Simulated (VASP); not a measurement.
Data:

```
Ge
1.0
    0.00000     2.91084     2.91084
    2.91084     0.00000     2.91084
    2.91084     2.91084     0.00000
Ge
2
Direct
  0.00000   0.00000   0.00000
  0.25000   0.25000   0.25000
```

Computed with optB86b-vdW, VASP's PBE PAW potentials (set 64) (plane waves; VASP). Run with 520 eV cut-off, 11×11×11 Γ-centred mesh, first-order Methfessel-Paxton smearing of 0.10 eV, potentials Ge_d.

### Question
Give the stress tensor in GPa (positive for a compressed cell).

### Answer

```
-3.20   0.00   0.00
 0.00  -3.20   0.00
 0.00   0.00  -3.20
```
The pressure is its mean diagonal, -3.20 GPa.

The compound is Ge in the diamond structure. This cell is one point of a volume scan, at 1.06 of the reference volume.
